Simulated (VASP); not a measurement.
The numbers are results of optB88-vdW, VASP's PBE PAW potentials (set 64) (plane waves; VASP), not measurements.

A VASP calculation is set up with these files.

### INCAR
```
SYSTEM = PtSe2
PREC = Accurate
ENCUT = 520
EDIFF = 1E-7
NELM = 100
ALGO = Normal
LREAL = .FALSE.
LASPH = .TRUE.
ISMEAR = 1
SIGMA = 0.1
GGA = BO
PARAM1 = 0.1833333333
PARAM2 = 0.22
LUSE_VDW = .TRUE.
AGGAC = 0.0
LMAXMIX = 6
LWAVE = .FALSE.
LCHARG = .FALSE.
ISIF = 4
IBRION = 2
NSW = 30
EDIFFG = -0.01
```

POSCAR:
```
PtSe2
1.0
  1.9177228676  -3.3215937010   0.0000000000
  1.9177228676   3.3215937010   0.0000000000
  0.0000000000   0.0000000000   5.1668457671
Pt Se
1 2
Direct
  0.0000000000   0.0000000000   0.0000000000
  0.3333330000   0.6666670000   0.2558378764
  0.6666670000   0.3333330000   0.7441621236
```

### KPOINTS
```
Automatic mesh
0
Gamma
9 9 6
0 0 0
```

POTCAR, in this order: Pt Se (PBE.64 set). Program: vasp_std.

What VASP printed:

File OSZICAR:
```
       N       E                     dE             d eps       ncg     rms          rms(c)
DAV:   1     0.122287769356E+03    0.12229E+03   -0.10072E+04  1876   0.128E+03
DAV:   2    -0.389249587202E+01   -0.12618E+03   -0.12365E+03  2414   0.235E+02
DAV:   3    -0.906913157285E+01   -0.51766E+01   -0.51311E+01  2322   0.502E+01
DAV:   4    -0.911481233628E+01   -0.45681E-01   -0.45272E-01  2224   0.509E+00
DAV:   5    -0.911497354466E+01   -0.16121E-03   -0.55729E-03  2350   0.529E-01    0.105E+01
DAV:   6    -0.863636283093E+01    0.47861E+00   -0.54411E+00  1881   0.230E+01    0.716E+00
DAV:   7    -0.836457131674E+01    0.27179E+00   -0.10905E+00  1874   0.112E+01    0.320E+00
DAV:   8    -0.835656335154E+01    0.80080E-02   -0.89434E-02  1972   0.205E+00    0.941E-01
DAV:   9    -0.835196347545E+01    0.45999E-02   -0.15056E-02  2063   0.133E+00    0.210E-01
DAV:  10    -0.835215421351E+01   -0.19074E-03   -0.18075E-03  2098   0.325E-01    0.412E-02
DAV:  11    -0.835214801566E+01    0.61978E-05   -0.91329E-05  2238   0.100E-01    0.209E-02
DAV:  12    -0.835214794520E+01    0.70462E-07   -0.11312E-05  2028   0.285E-02    0.366E-03
DAV:  13    -0.835214818493E+01   -0.23972E-06   -0.52193E-07  2462   0.524E-03    0.191E-03
DAV:  14    -0.835214826134E+01   -0.76418E-07   -0.77733E-08  1133   0.301E-03
   1 F= -.83521483E+01 E0= -.83523103E+01  d E =-.835215E+01
       N       E                     dE             d eps       ncg     rms          rms(c)
DAV:   1    -0.835980591542E+01   -0.76577E-02   -0.56419E-01  1860   0.476E+00    0.352E-01
DAV:   2    -0.836023721294E+01   -0.43130E-03   -0.20977E-02  2126   0.978E-01    0.154E-01
DAV:   3    -0.835987890835E+01    0.35830E-03   -0.82428E-04  2192   0.229E-01    0.771E-02
DAV:   4    -0.835984421946E+01    0.34689E-04   -0.27709E-04  2108   0.123E-01    0.260E-02
DAV:   5    -0.835984256979E+01    0.16497E-05   -0.34225E-05  1951   0.575E-02    0.157E-02
DAV:   6    -0.835984390683E+01   -0.13370E-05   -0.61097E-06  2238   0.193E-02    0.372E-03
DAV:   7    -0.835984403395E+01   -0.12712E-06   -0.40897E-07  2070   0.495E-03    0.128E-03
DAV:   8    -0.835984408602E+01   -0.52072E-07   -0.29609E-08  1063   0.157E-03
   2 F= -.83598441E+01 E0= -.83599584E+01  d E =-.769582E-02
       N       E                     dE             d eps       ncg     rms          rms(c)
DAV:   1    -0.836501110867E+01   -0.51671E-02   -0.14021E+00  1860   0.750E+00    0.562E-01
DAV:   2    -0.836602537613E+01   -0.10143E-02   -0.52022E-02  2126   0.154E+00    0.242E-01
DAV:   3    -0.836511939132E+01    0.90598E-03   -0.20748E-03  2220   0.359E-01    0.121E-01
DAV:   4    -0.836502884018E+01    0.90551E-04   -0.69643E-04  2079   0.193E-01    0.411E-02
DAV:   5    -0.836502450659E+01    0.43336E-05   -0.83512E-05  1958   0.901E-02    0.245E-02
DAV:   6    -0.836502708385E+01   -0.25773E-05   -0.15338E-05  2210   0.305E-02    0.583E-03
DAV:   7    -0.836502737274E+01   -0.28889E-06   -0.10087E-06  2133   0.783E-03    0.203E-03
DAV:   8    -0.836502747819E+01   -0.10545E-06   -0.75539E-08  1441   0.248E-03    0.706E-04
DAV:   9    -0.836502745548E+01    0.22709E-07   -0.11866E-08  1014   0.105E-03
   3 F= -.83650275E+01 E0= -.83650451E+01  d E =-.128792E-01
       N       E                     dE             d eps       ncg     rms          rms(c)
DAV:   1    -0.836507766520E+01   -0.50187E-04   -0.16589E-02  1860   0.812E-01    0.608E-02
DAV:   2    -0.836508801701E+01   -0.10352E-04   -0.61826E-04  2119   0.168E-01    0.264E-02
DAV:   3    -0.836507800546E+01    0.10012E-04   -0.26330E-05  2258   0.405E-02    0.132E-02
DAV:   4    -0.836507756800E+01    0.43746E-06   -0.83457E-06  2044   0.213E-02    0.455E-03
DAV:   5    -0.836507764867E+01   -0.80675E-07   -0.10036E-06  1986   0.992E-03    0.275E-03
DAV:   6    -0.836507782728E+01   -0.17861E-06   -0.17291E-07  1182   0.334E-03    0.609E-04
DAV:   7    -0.836507783281E+01   -0.55284E-08   -0.18225E-08   986   0.108E-03
   4 F= -.83650778E+01 E0= -.83650873E+01  d E =-.129296E-01
       N       E                     dE             d eps       ncg     rms          rms(c)
DAV:   1    -0.836945522538E+01   -0.43774E-02   -0.19718E-01  1916   0.317E+00    0.295E-01
DAV:   2    -0.836691899415E+01    0.25362E-02   -0.81924E-03  1972   0.765E-01    0.163E-01
DAV:   3    -0.836639475145E+01    0.52424E-03   -0.15520E-03  2098   0.379E-01    0.818E-02
DAV:   4    -0.836624128968E+01    0.15346E-03   -0.57353E-04  2014   0.182E-01    0.357E-02
DAV:   5    -0.836623993513E+01    0.13545E-05   -0.49122E-05  2140   0.521E-02    0.120E-02
DAV:   6    -0.836624059357E+01   -0.65844E-06   -0.44882E-06  2273   0.171E-02    0.539E-03
DAV:   7    -0.836624073177E+01   -0.13819E-06   -0.50053E-07  2056   0.720E-03    0.149E-03
DAV:   8    -0.836624076386E+01   -0.32089E-07   -0.53013E-08  1091   0.207E-03
   5 F= -.83662408E+01 E0= -.83662827E+01  d E =-.116293E-02
       N       E                     dE             d eps       ncg     rms          rms(c)
DAV:   1    -0.836792501697E+01   -0.16843E-02   -0.86775E-02  1923   0.211E+00    0.195E-01
DAV:   2    -0.836681061399E+01    0.11144E-02   -0.35886E-03  1972   0.506E-01    0.108E-01
DAV:   3    -0.836658106919E+01    0.22954E-03   -0.67711E-04  2105   0.250E-01    0.540E-02
DAV:   4    -0.836651478956E+01    0.66280E-04   -0.24725E-04  2042   0.120E-01    0.236E-02
DAV:   5    -0.836651420145E+01    0.58811E-06   -0.21540E-05  2126   0.344E-02    0.789E-03
DAV:   6    -0.836651449987E+01   -0.29841E-06   -0.19482E-06  2259   0.112E-02    0.353E-03
DAV:   7    -0.836651455934E+01   -0.59474E-07   -0.20890E-07  1462   0.475E-03
   6 F= -.83665146E+01 E0= -.83665825E+01  d E =-.143673E-02
```

OUTCAR:
```
------------------------ aborting loop because EDIFF is reached ----------------------------------------
  FORCE on cell =-STRESS in cart. coord.  units (eV):
  Direction    XX          YY          ZZ          XY          YZ          ZX
  --------------------------------------------------------------------------------------
  Total       -0.3152320     -0.3152320     -0.2934127     -0.0000000      0.0000000      0.0000000
  in kB       -7.6727851     -7.6727861     -7.1417010     -0.0000000      0.0000000      0.0000000
  external PRESSURE =      -7.4957574 kB  Pullay stress =       0.0000000 kB
  volume of cell :       65.82
      direct lattice vectors                 reciprocal lattice vectors
     1.898041687 -3.287504849 -0.000000000     0.263429409 -0.152091030 -0.000000000
     1.898041687  3.287504849  0.000000000     0.263429409  0.152091030 -0.000000000
     0.000000000  0.000000000  5.274553531     0.000000000 -0.000000000  0.189589506
 POSITION                                       TOTAL-FORCE (eV/Angst)
 -----------------------------------------------------------------------------------
      0.00000     -0.00000      5.27455         0.000000     -0.000000      0.000000
      1.89804      1.09584      1.31347         0.000000      0.000000      0.001242
      1.89804     -1.09584      3.96109        -0.000000     -0.000000     -0.001242
 -----------------------------------------------------------------------------------
    total drift:                               -0.000000     -0.000000      0.000000
  FREE ENERGIE OF THE ION-ELECTRON SYSTEM (eV)
  ---------------------------------------------------
  free  energy   TOTEN  =        -8.3665145593 eV

  energy  without entropy=       -8.3667182321  energy(sigma->0) =       -8.36658245

 reached required accuracy - stopping structural energy minimisation
```
(Selected blocks of OUTCAR.)

File CONTCAR:
```
PtSe2
   1.00000000000000
     1.8980416866744807   -3.2875048493579841   -0.0000000000000000
     1.8980416866744807    3.2875048493579841    0.0000000000000000
     0.0000000000000000    0.0000000000000000    5.2745535311424163
  Pt              Se
     1     2
Direct
     0.0000000000000000    0.0000000000000000    1.0000000000000000
     0.3333330000000032    0.6666669999999968    0.2490197730309078
     0.6666669999999968    0.3333330000000032    0.7509802269690922
```

The compound is PtSe2 in the 1T layered structure. This cell is one point of a volume scan, at 1.03 of the reference volume. Symmetry was kept, so distortions that lower it aren't found.
